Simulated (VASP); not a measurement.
```xyz
6
Lattice="3.5831 -1.9145 -0.0004 3.5831 1.9145 -0.0004 -2.1676 0.0000 7.0939" Properties=species:S:1:pos:R:3 pbc="T T T"
Ca     4.0834     0.0000     5.3446
Ca     0.9153     0.0000     1.7486
C     -0.6557     0.0000     4.0031
C      5.6544     0.0000     3.0901
C      3.1118     0.0000     0.4122
C      1.8869     0.0000     6.6809
```

Level of theory: r2SCAN meta-GGA, VASP's PBE PAW potentials (set 64) (plane waves; VASP 6.6.1). Run with 520 eV cut-off, 6×6×3 Γ-centred mesh, Gaussian smearing of 0.050 eV, potentials Ca_sv C.

Problem. Estimate the energy per atom (σ→0).

Solution. 
```json
{
  "energy per atom (σ→0)": "-879.2 kJ/mol-atom"
}
```

Total energies compare only between runs with the same potentials, cut-off and functional.

The structure comes from a computed database's CaC2 entry (C2/m); how it stands against other phases isn't given here. It was relaxed first. The start is the result of an earlier pass.
